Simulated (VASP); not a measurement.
Runs of VASP 6.6.1 on HfCl4. The cell holds a molecule in a box, 5 atoms: a = 14.036 Å, b = 14.536 Å, c = 15.036 Å, α = 90.00°, β = 90.00°, γ = 90.00°. 

```csv
level,potentials or basis,cutoff (eV),gap on the mesh (eV),largest force (eV/Å)
rev-vdW-DF2,"VASP PAW PBE potentials, release 64 (Hf_pv, Cl)",400,(a),0.04
LDA,"VASP PAW LDA potentials, release 64 (Hf_pv, Cl)",400,(b),0.58
PBE,"VASP PAW PBE potentials, release 64 (Hf_pv, Cl)",400,5.36,0.03
optB86b-vdW,"VASP PAW PBE potentials, release 64 (Hf_pv, Cl)",400,5.32,0.06
PBE+D3(BJ),"VASP PAW PBE potentials, release 64 (Hf_pv, Cl)",520,5.36,-
```

Alike in all rows: task single point; no spin polarisation; cell as given; k mesh 1 × 1 × 1; smearing gaussian 0.01 eV.

Fill in the values left out.

(a) 5.31; (b) 5.22.

Caveats: spin-orbit coupling is left out, which moves the levels of the heavy elements; the PAW data sets were made with another functional, which shifts forces and pressure a little (some runs).

A k mesh can miss the band edges, and the runs leave out spin-orbit coupling on Hf.

Not every run made on this cell is shown here.
